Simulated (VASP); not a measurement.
# SiC (Moissanite 3C): GW quasiparticle gap

Aim: the quasiparticle gap of SiC (Moissanite 3C), and what it costs to get it. The cell is of the zinc-blende type, one of the forms listed for this formula. The start is a cell from a database of measured crystal structures.

Program: VASP 6.6.1. Level of theory: PBE; plane waves and PAW (Si_GW, C_GW), in the first sound run; inputs show where later runs differ. Results are calculated unless marked as measured.

The experiments to compare with:

For SiC, cubic 3C zincblende (literature value), “Insight into the structural, elastic and electronic properties of a new orthorhombic 6O-SiC polytype” (2020, pmc:7200658) quotes earlier work: band gap (indirect gap) 2.4 eV [literature value; measurement temperature and method not stated].

This is a report of a sequence of runs, with most program output left out.

## 1. The structure

It takes space group F-43m (No. 216, cubic). Conventional cell: a = 4.358 Å, b = 4.358 Å, c = 4.358 Å, α = 90.00°, β = 90.00°, γ = 90.00°. Si has 4 C at 1.89 Å nearest. Nearest to C lie 4 Si at 1.89 Å. Farther neighbours are not listed.

As a file:

```cif
data_structure
_symmetry_space_group_name_H-M 'F-43m'
_symmetry_Int_Tables_number 216
_cell_length_a 4.3580
_cell_length_b 4.3580
_cell_length_c 4.3580
_cell_angle_alpha 90.000
_cell_angle_beta 90.000
_cell_angle_gamma 90.000
_cell_volume 82.77
loop_
_atom_site_label
_atom_site_type_symbol
_atom_site_symmetry_multiplicity
_atom_site_Wyckoff_symbol
_atom_site_fract_x
_atom_site_fract_y
_atom_site_fract_z
_atom_site_occupancy
Si1 Si 4 a 0.00000 0.00000 0.00000 1
C1 C 4 c 0.25000 0.25000 0.25000 1
```

## 2. Ground state

The orbitals come from a self-consistent PBE run with a tight EDIFF and a narrow smearing. KPOINTS_OPT adds the bands along a path, which shows whether the mesh holds the band edges.

INCAR reads:

```
SYSTEM = SiC
PREC = Accurate
ENCUT = 440
EDIFF = 1E-08
NELM = 100
ISMEAR = 0
SIGMA = 0.01
LREAL = .FALSE.
ALGO = Normal
GGA = PE
NBANDS = 10
LORBIT = 11
LWAVE = .TRUE.
LCHARG = .FALSE.
KPAR = 8
```

POSCAR reads:

```
SiC
1.0
    0.0000000000      2.1790000000      2.1790000000
    2.1790000000      0.0000000000      2.1790000000
    2.1790000000      2.1790000000      0.0000000000
Si C
1 1
Direct
    0.0000000000      0.0000000000      0.0000000000
    0.7500000000      0.7500000000      0.7500000000
```

KPOINTS reads:

```
Automatic mesh
0
Gamma
4 4 4
0 0 0
```

KPOINTS_OPT reads:

```
Line mode
12
Line-mode
Reciprocal
  0.00000000   0.00000000   0.00000000 GAMMA
  0.50000000   0.00000000   0.50000000 X

  0.50000000   0.00000000   0.50000000 X
  0.50000000   0.25000000   0.75000000 W

  0.50000000   0.25000000   0.75000000 W
  0.37500000   0.37500000   0.75000000 K

  0.37500000   0.37500000   0.75000000 K
  0.00000000   0.00000000   0.00000000 GAMMA

  0.00000000   0.00000000   0.00000000 GAMMA
  0.50000000   0.50000000   0.50000000 L

  0.50000000   0.50000000   0.50000000 L
  0.62500000   0.25000000   0.62500000 U

  0.62500000   0.25000000   0.62500000 U
  0.50000000   0.25000000   0.75000000 W

  0.50000000   0.25000000   0.75000000 W
  0.50000000   0.50000000   0.50000000 L

  0.50000000   0.50000000   0.50000000 L
  0.37500000   0.37500000   0.75000000 K

  0.62500000   0.25000000   0.62500000 U
  0.50000000   0.00000000   0.50000000 X
```

PAW data sets: Si_GW and C_GW (PBE family, release 64).

Started as:

```sh
mpirun -np 8 vasp_std
```

Elapsed: 3.8 s, on 8 MPI ranks of Intel Xeon Platinum 8259CL at 2.50GHz (Skylake/Cascade Lake), shared host; peak memory 1 GiB; 22 s of CPU time.

Numbers from this step:

| Item | Value |
| --- | --- |
| free energy (TOTEN) | -14.92 eV |
| Fermi energy | 7.936 eV |
| pressure | 2.513 GPa |
| least gap on mesh and path | 1.305 eV |
| least direct gap on mesh and path | 4.514 eV |

The highest empty bands on the path are converged less tightly, to about 0.1 eV. Electronic bands along the path, in eV, zero at the valence-band top; v1 is the highest filled band, c1 the lowest empty one:

| point | v3 | v2 | v1 | c1 | c2 | c3 | c4 |
| --- | --- | --- | --- | --- | --- | --- | --- |
| Γ | 0.00 | 0.00 | 0.00 | 6.21 | 7.25 | 7.25 | 7.25 |
| 0.55 of the way | -3.82 | -2.15 | -2.15 | 3.59 | 5.95 | 10.98 | 10.98 |
| X | -7.83 | -3.21 | -3.21 | 1.30 | 4.27 | 14.00 | 14.00 |
| 0.45 of the way | -7.58 | -3.97 | -3.97 | 2.77 | 5.70 | 12.21 | 13.56 |
| W | -7.06 | -5.02 | -4.72 | 5.18 | 9.39 | 9.43 | 9.73 |
| 0.45 of the way | -7.18 | -5.37 | -3.73 | 4.33 | 8.11 | 10.28 | 11.45 |
| K | -7.31 | -5.58 | -2.61 | 3.06 | 7.73 | 11.81 | 12.43 |
| 0.45 of the way | -4.94 | -3.35 | -0.70 | 6.43 | 8.04 | 8.37 | 9.18 |
| Γ | 0.00 | 0.00 | 0.00 | 6.21 | 7.25 | 7.25 | 7.25 |
| 0.45 of the way | -3.79 | -0.54 | -0.54 | 6.04 | 7.88 | 7.88 | 9.09 |
| L | -8.58 | -1.06 | -1.06 | 5.39 | 7.17 | 7.17 | 10.03 |
| 0.55 of the way | -7.94 | -3.72 | -1.83 | 4.53 | 8.31 | 9.19 | 11.05 |
| U | -7.31 | -5.58 | -2.61 | 3.06 | 7.73 | 11.81 | 12.43 |
| 0.55 of the way | -7.18 | -5.37 | -3.73 | 4.33 | 8.11 | 10.28 | 11.45 |
| W | -7.06 | -5.02 | -4.72 | 5.18 | 9.39 | 9.43 | 9.73 |
| 0.55 of the way | -7.98 | -3.42 | -2.07 | 5.28 | 7.09 | 9.70 | 11.05 |
| L | -8.58 | -1.06 | -1.06 | 5.39 | 7.17 | 7.17 | 10.03 |
| 0.55 of the way | -7.94 | -3.72 | -1.83 | 4.53 | 8.31 | 9.19 | 11.05 |
| K | -7.31 | -5.58 | -2.61 | 3.06 | 7.73 | 11.81 | 12.43 |
| jump to U | -7.31 | -5.58 | -2.61 | 3.06 | 7.73 | 11.81 | 12.43 |
| 0.55 of the way | -7.70 | -4.11 | -3.08 | 1.95 | 5.09 | 13.42 | 13.61 |
| X | -7.83 | -3.21 | -3.21 | 1.30 | 4.27 | 14.00 | 14.00 |

Of the projections kept (Si, C), the largest for each band there; the rest of the weight can lie on other orbitals:

| point | v3 | v2 | v1 | c1 | c2 | c3 | c4 |
| --- | --- | --- | --- | --- | --- | --- | --- |
| Γ | C 0.74 | C 0.74 | C 0.74 | C 0.78 | Si 0.98 | Si 0.98 | Si 0.98 |
| X | Si 0.66 | C 0.57 | C 0.57 | Si 0.69 | Si 0.92 | Si 0.54 | Si 0.54 |
| W | Si 0.70 | C 0.57 | Si 0.54 | C 0.63 | Si 0.75 | Si 0.52 | Si 0.83 |
| K | Si 0.67 | C 0.51 | C 0.59 | Si 0.69 | Si 0.60 | Si 0.62 | Si 0.51 |
| Γ | C 0.74 | C 0.74 | C 0.74 | C 0.78 | Si 0.98 | Si 0.98 | Si 0.98 |
| L | Si 0.61 | C 0.67 | C 0.67 | Si 0.64 | Si 0.93 | Si 0.93 | C 0.81 |

The cell has a gap of 1.30 eV on mesh and path and a pressure of +2.5 GPa, which holds the misfit of the given cell and coordinates with this functional, and any error of cutoff, mesh and data sets.

## 3. Empty bands

ALGO = Exact makes the empty bands from the converged ground state in one step. LOPTICS writes the k-derivatives of the orbitals (WAVEDER), which give the long-wavelength limit of the screening.

INCAR reads:

```
SYSTEM = SiC
PREC = Accurate
ENCUT = 440
ISMEAR = 0
SIGMA = 0.01
LREAL = .FALSE.
GGA = PE
NBANDS = 40
ALGO = Exact
NELM = 1
LWAVE = .TRUE.
LCHARG = .FALSE.
LOPTICS = .TRUE.
NEDOS = 1000
CSHIFT = 0.1
```

POSCAR is that of step 2.

KPOINTS is that of step 2.

Started as:

```sh
mpirun -np 8 vasp_std
```

Run time: 2.8 s. Hardware: 8 MPI ranks; peak memory 0.86 GiB; 12 s of CPU time.

The gap is read on the k-mesh alone, so it is an upper bound where the band edges lie off the mesh.

A gap read on the k-mesh alone can miss the band edges.

This step gave:

```
gap on the k-mesh              : 1.305 eV
least direct gap on the k-mesh : 4.514 eV
```

WAVECAR now holds 40 bands for 8 electrons. Its independent-particle dielectric tensor has xx, yy, zz = 9.7, 9.7, 9.7 on this mesh, which isn't tested for convergence in mesh or bands and lacks local fields.

## 4. G0W0, ENCUTGW 80, bands in the sums 40

This step: G0W0 on PBE; plane waves and PAW (Si_GW, C_GW) (VASP 6.6.1).

One pass of GW corrects the levels to first order, with G and W from the starting orbitals.

INCAR reads:

```
SYSTEM = SiC
PREC = Accurate
ENCUT = 440
ISMEAR = 0
SIGMA = 0.01
LREAL = .FALSE.
GGA = PE
NBANDS = 40
ALGO = EVGW0
NELMGW = 1
ENCUTGW = 80
NOMEGA = 64
PRECFOCK = Fast
NBANDSGW = 16
LWAVE = .FALSE.
LCHARG = .FALSE.
```

POSCAR is that of step 3.

KPOINTS is that of step 3.

Started as:

```sh
mpirun -np 8 vasp_std
```

Wall time 6.6 s (8 MPI ranks); peak memory 0.9 GiB.

Numbers from this step:

```
quasiparticle gap on the mesh                 : 1.839 eV
smallest direct quasiparticle gap on the mesh : 5.385 eV
gap of the starting orbitals on the mesh      : 1.305 eV
```

GW takes the gap from 1.305 to 1.839 eV. The value holds for 40 bands, ENCUTGW = 80 eV and this mesh, and isn't shown to be converged in them.

## 5. Empty bands

This step: PBE; plane waves and PAW (Si_GW, C_GW) (VASP 6.6.1).

The empty bands are made again, for the run that follows.

INCAR reads:

```
SYSTEM = SiC
PREC = Accurate
ENCUT = 440
ISMEAR = 0
SIGMA = 0.01
LREAL = .FALSE.
GGA = PE
NBANDS = 48
ALGO = Exact
NELM = 1
LWAVE = .TRUE.
LCHARG = .FALSE.
LOPTICS = .TRUE.
NEDOS = 1000
CSHIFT = 0.1
```

POSCAR is that of step 4.

KPOINTS is that of step 4.

Started as:

```sh
mpirun -np 8 vasp_std
```

The job ended after 2 s (8 MPI ranks; peak memory 0.87 GiB).

WAVECAR now holds 48 bands for 8 electrons.

## 6. G0W0, ENCUTGW 100, bands in the sums 48

This step: G0W0 on PBE; plane waves and PAW (Si_GW, C_GW) (VASP 6.6.1).

ENCUTGW rises to 100 eV and the bands with it, to about the number of plane waves under that cutoff.

INCAR reads:

```
SYSTEM = SiC
PREC = Accurate
ENCUT = 440
ISMEAR = 0
SIGMA = 0.01
LREAL = .FALSE.
GGA = PE
NBANDS = 48
ALGO = EVGW0
NELMGW = 1
ENCUTGW = 100
NOMEGA = 64
PRECFOCK = Fast
NBANDSGW = 16
LWAVE = .FALSE.
LCHARG = .FALSE.
```

POSCAR is that of step 5.

KPOINTS is that of step 5.

Started as:

```sh
mpirun -np 8 vasp_std
```

It took 6.8 s on 8 MPI ranks; peak memory 0.91 GiB.

The gap is now 1.928 eV, +89 meV against the GW run before.

## 7. Empty bands

This step: PBE; plane waves and PAW (Si_GW, C_GW) (VASP 6.6.1).

INCAR reads:

```
SYSTEM = SiC
PREC = Accurate
ENCUT = 440
ISMEAR = 0
SIGMA = 0.01
LREAL = .FALSE.
GGA = PE
NBANDS = 64
ALGO = Exact
NELM = 1
LWAVE = .TRUE.
LCHARG = .FALSE.
LOPTICS = .TRUE.
NEDOS = 1000
CSHIFT = 0.1
```

POSCAR is that of step 6.

KPOINTS is that of step 6.

Started as:

```sh
mpirun -np 8 vasp_std
```

The job ended after 2.2 s (8 MPI ranks; peak memory 0.88 GiB).

WAVECAR now holds 64 bands for 8 electrons.

## 8. G0W0, ENCUTGW 120, bands in the sums 64

This step: G0W0 on PBE; plane waves and PAW (Si_GW, C_GW) (VASP 6.6.1).

ENCUTGW rises to 120 eV and the bands with it, to about the number of plane waves under that cutoff.

INCAR reads:

```
SYSTEM = SiC
PREC = Accurate
ENCUT = 440
ISMEAR = 0
SIGMA = 0.01
LREAL = .FALSE.
GGA = PE
NBANDS = 64
ALGO = EVGW0
NELMGW = 1
ENCUTGW = 120
NOMEGA = 64
PRECFOCK = Fast
NBANDSGW = 16
LWAVE = .FALSE.
LCHARG = .FALSE.
```

POSCAR is that of step 7.

KPOINTS is that of step 7.

Started as:

```sh
mpirun -np 8 vasp_std
```

Run time: 7.4 s. Hardware: 8 MPI ranks; peak memory 0.94 GiB.

The gap is now 1.997 eV, +69 meV against the GW run before.

## 9. Empty bands

This step: PBE; plane waves and PAW (Si_GW, C_GW) (VASP 6.6.1).

INCAR reads:

```
SYSTEM = SiC
PREC = Accurate
ENCUT = 440
ISMEAR = 0
SIGMA = 0.01
LREAL = .FALSE.
GGA = PE
NBANDS = 88
ALGO = Exact
NELM = 1
LWAVE = .TRUE.
LCHARG = .FALSE.
LOPTICS = .TRUE.
NEDOS = 1000
CSHIFT = 0.1
```

POSCAR is that of step 8.

KPOINTS is that of step 8.

Started as:

```sh
mpirun -np 8 vasp_std
```

The job ended after 2.6 s (8 MPI ranks; peak memory 0.88 GiB; 12 s of CPU time).

WAVECAR now holds 88 bands for 8 electrons.

## 10. G0W0, ENCUTGW 145, bands in the sums 88

This step: G0W0 on PBE; plane waves and PAW (Si_GW, C_GW) (VASP 6.6.1).

ENCUTGW rises to 145 eV and the bands with it, to about the number of plane waves under that cutoff.

INCAR reads:

```
SYSTEM = SiC
PREC = Accurate
ENCUT = 440
ISMEAR = 0
SIGMA = 0.01
LREAL = .FALSE.
GGA = PE
NBANDS = 88
ALGO = EVGW0
NELMGW = 1
ENCUTGW = 145
NOMEGA = 64
PRECFOCK = Fast
NBANDSGW = 16
LWAVE = .FALSE.
LCHARG = .FALSE.
```

POSCAR is that of step 9.

KPOINTS is that of step 9.

Started as:

```sh
mpirun -np 8 vasp_std
```

Run time: 9.2 s. Hardware: 8 MPI ranks; peak memory 1 GiB.

The gap is now 2.066 eV, +70 meV against the GW run before.

## 11. Empty bands

This step: PBE; plane waves and PAW (Si_GW, C_GW) (VASP 6.6.1).

INCAR reads:

```
SYSTEM = SiC
PREC = Accurate
ENCUT = 440
ISMEAR = 0
SIGMA = 0.01
LREAL = .FALSE.
GGA = PE
NBANDS = 112
ALGO = Exact
NELM = 1
LWAVE = .TRUE.
LCHARG = .FALSE.
LOPTICS = .TRUE.
NEDOS = 1000
CSHIFT = 0.1
```

POSCAR is that of step 10.

KPOINTS is that of step 10.

Started as:

```sh
mpirun -np 8 vasp_std
```

The job ended after 2.8 s (8 MPI ranks; peak memory 0.87 GiB; 12 s of CPU time).

WAVECAR now holds 112 bands for 8 electrons.

## 12. G0W0, ENCUTGW 170, bands in the sums 112

This step: G0W0 on PBE; plane waves and PAW (Si_GW, C_GW) (VASP 6.6.1).

ENCUTGW rises to 170 eV and the bands with it, to about the number of plane waves under that cutoff.

INCAR reads:

```
SYSTEM = SiC
PREC = Accurate
ENCUT = 440
ISMEAR = 0
SIGMA = 0.01
LREAL = .FALSE.
GGA = PE
NBANDS = 112
ALGO = EVGW0
NELMGW = 1
ENCUTGW = 170
NOMEGA = 64
PRECFOCK = Fast
NBANDSGW = 16
LWAVE = .FALSE.
LCHARG = .FALSE.
```

POSCAR is that of step 11.

KPOINTS is that of step 11.

Started as:

```sh
mpirun -np 8 vasp_std
```

Wall time 11 s (8 MPI ranks); peak memory 1.1 GiB.

The gap is now 2.116 eV, +50 meV against the GW run before.

## 13. Empty bands

This step: PBE; plane waves and PAW (Si_GW, C_GW) (VASP 6.6.1).

INCAR reads:

```
SYSTEM = SiC
PREC = Accurate
ENCUT = 440
ISMEAR = 0
SIGMA = 0.01
LREAL = .FALSE.
GGA = PE
NBANDS = 136
ALGO = Exact
NELM = 1
LWAVE = .TRUE.
LCHARG = .FALSE.
LOPTICS = .TRUE.
NEDOS = 1000
CSHIFT = 0.1
```

POSCAR is that of step 12.

KPOINTS is that of step 12.

Started as:

```sh
mpirun -np 8 vasp_std
```

It took 2.8 s on 8 MPI ranks; peak memory 0.88 GiB.

WAVECAR now holds 136 bands for 8 electrons.

## 14. G0W0, ENCUTGW 200, bands in the sums 136

This step: G0W0 on PBE; plane waves and PAW (Si_GW, C_GW) (VASP 6.6.1).

ENCUTGW rises to 200 eV and the bands with it, to about the number of plane waves under that cutoff.

INCAR reads:

```
SYSTEM = SiC
PREC = Accurate
ENCUT = 440
ISMEAR = 0
SIGMA = 0.01
LREAL = .FALSE.
GGA = PE
NBANDS = 136
ALGO = EVGW0
NELMGW = 1
ENCUTGW = 200
NOMEGA = 64
PRECFOCK = Fast
NBANDSGW = 16
LWAVE = .FALSE.
LCHARG = .FALSE.
```

POSCAR is that of step 13.

KPOINTS is that of step 13.

Started as:

```sh
mpirun -np 8 vasp_std
```

The job ended after 13 s (8 MPI ranks; peak memory 1.2 GiB; 97 s of CPU time).

The gap is now 2.154 eV, +38 meV against the GW run before.

## 15. Empty bands

This step: PBE; plane waves and PAW (Si_GW, C_GW) (VASP 6.6.1).

INCAR reads:

```
SYSTEM = SiC
PREC = Accurate
ENCUT = 440
ISMEAR = 0
SIGMA = 0.01
LREAL = .FALSE.
GGA = PE
NBANDS = 168
ALGO = Exact
NELM = 1
LWAVE = .TRUE.
LCHARG = .FALSE.
LOPTICS = .TRUE.
NEDOS = 1000
CSHIFT = 0.1
```

POSCAR is that of step 14.

KPOINTS is that of step 14.

Started as:

```sh
mpirun -np 8 vasp_std
```

Wall time 2.2 s (8 MPI ranks); peak memory 0.87 GiB.

WAVECAR now holds 168 bands for 8 electrons.

## 16. G0W0, ENCUTGW 230, bands in the sums 168

This step: G0W0 on PBE; plane waves and PAW (Si_GW, C_GW) (VASP 6.6.1).

ENCUTGW rises to 230 eV and the bands with it, to about the number of plane waves under that cutoff.

INCAR reads:

```
SYSTEM = SiC
PREC = Accurate
ENCUT = 440
ISMEAR = 0
SIGMA = 0.01
LREAL = .FALSE.
GGA = PE
NBANDS = 168
ALGO = EVGW0
NELMGW = 1
ENCUTGW = 230
NOMEGA = 64
PRECFOCK = Fast
NBANDSGW = 16
LWAVE = .FALSE.
LCHARG = .FALSE.
```

POSCAR is that of step 15.

KPOINTS is that of step 15.

Started as:

```sh
mpirun -np 8 vasp_std
```

Wall time 16 s (8 MPI ranks); peak memory 1.3 GiB; 2 min of CPU time.

The gap is now 2.185 eV, +31 meV against the GW run before.

## 17. Empty bands

This step: PBE; plane waves and PAW (Si_GW, C_GW) (VASP 6.6.1).

INCAR reads:

```
SYSTEM = SiC
PREC = Accurate
ENCUT = 440
ISMEAR = 0
SIGMA = 0.01
LREAL = .FALSE.
GGA = PE
NBANDS = 200
ALGO = Exact
NELM = 1
LWAVE = .TRUE.
LCHARG = .FALSE.
LOPTICS = .TRUE.
NEDOS = 1000
CSHIFT = 0.1
```

POSCAR is that of step 16.

KPOINTS is that of step 16.

Started as:

```sh
mpirun -np 8 vasp_std
```

Run time: 2.2 s. Hardware: 8 MPI ranks; peak memory 0.88 GiB.

WAVECAR now holds 200 bands for 8 electrons.

## 18. G0W0, ENCUTGW 260, bands in the sums 200

This step: G0W0 on PBE; plane waves and PAW (Si_GW, C_GW) (VASP 6.6.1).

ENCUTGW rises to 260 eV and the bands with it, to about the number of plane waves under that cutoff.

INCAR reads:

```
SYSTEM = SiC
PREC = Accurate
ENCUT = 440
ISMEAR = 0
SIGMA = 0.01
LREAL = .FALSE.
GGA = PE
NBANDS = 200
ALGO = EVGW0
NELMGW = 1
ENCUTGW = 260
NOMEGA = 64
PRECFOCK = Fast
NBANDSGW = 16
LWAVE = .FALSE.
LCHARG = .FALSE.
```

POSCAR is that of step 17.

KPOINTS is that of step 17.

Started as:

```sh
mpirun -np 8 vasp_std
```

The job ended after 17 s (8 MPI ranks; peak memory 1.5 GiB; 2.2 min of CPU time).

The gap is now 2.208 eV, +23 meV against the GW run before.

## 19. Summary

This step: GW series: G0W0 on PBE; plane waves and PAW (VASP 6.6.1).

Derived from the runs above.

Numbers from this step:

- gap extrapolated to a complete basis: 2.319 eV
- direct gap extrapolated to a complete basis: 5.660 eV

G0W0 on a 4x4x4 mesh; cost is wall time times ranks on a shared host, with the step that makes the empty bands but not the self-consistent start. G0W0 series:

| response cutoff ENCUTGW (eV) | bands | quasiparticle gap (eV) | direct quasiparticle gap (eV) | cost (core minutes) |
| --- | --- | --- | --- | --- |
| 80 | 40 | 1.839 | 5.385 | 1.25 |
| 100 | 48 | 1.928 | 5.442 | 1.17 |
| 120 | 64 | 1.997 | 5.482 | 1.28 |
| 145 | 88 | 2.066 | 5.522 | 1.57 |
| 170 | 112 | 2.116 | 5.553 | 1.81 |
| 200 | 136 | 2.154 | 5.575 | 2.16 |
| 230 | 168 | 2.185 | 5.589 | 2.45 |
| 260 | 200 | 2.208 | 5.604 | 2.59 |

## 20. Results

| Item | Value |
| --- | --- |
| G0W0 on PBE, 200 bands, ENCUTGW 260 eV, NOMEGA 64, mesh 4×4×4 | 1.305 → 2.208 eV |
| G0W0 on PBE, 40 bands, ENCUTGW 80 eV, NOMEGA 64, mesh 4×4×4 | 1.305 → 1.839 eV |
| gap at a complete basis (linear in ENCUTGW^-3/2) | 2.32 eV |

In words: G0W0 gives a quasiparticle gap of 2.208 eV on the mesh, 0.90 eV over the PBE gap on the same mesh. On mesh and path the starting valence top lies at Γ and the conduction bottom at (0.5, 0.5, 0), so the starting gap is indirect. Both points lie on the GW mesh. The steps of the series move the gap by +89, +69, +70, +50, +38, +31, +23 meV; the last costs 1.1 times the one before. The last step lies within a tolerance of 30 meV, picked for this account, and the last two together move the gap by +54 meV. Extrapolated from the last three points to a complete basis, the gap is 2.32 eV, +111 meV from the dearest run. The extrapolation removes the error of the response basis alone, at this mesh, ENCUT and data set. On a mesh this coarse the value is a test of cost more than a converged gap. Not tabulated here, as repeats of values shown or as unfit to read for their mesh, reference level or band range: eps2 curves (empty bands); eps1 curves and static values (empty bands); gaps (empty bands).

Computed beside measured:

| quantity | measured | PBE | G0W0 on PBE |
| --- | --- | --- | --- |
| band gap (least gap) (eV) | 2.4 | 1.30 (-1.10 eV) | 2.21 (-0.19 eV) |

Measured values from pmc:7200658 (2020).

Verdict: The band gap is off by -0.19 eV at G0W0 on PBE: fair agreement. Zero-point and thermal motion shift the measured gap. No cell relaxation is part of this session.

[Lines on the potential files, build, host, timing and source positions are cut from VASP's logs without a mark.]

[Logs are printed without paths, hosts, clocks, repeated set-up lines and the standing remarks that a program may print on its own settings, such as how far it seeks lower states.]

[Hosts, paths, dates, database ids (printed as entryN), source tags and the programs' standing remarks are cut or masked in the printed files.]

[Pressures printed for these runs are not shown converged in the cutoff: they can be off by several GPa and have the wrong sign.]
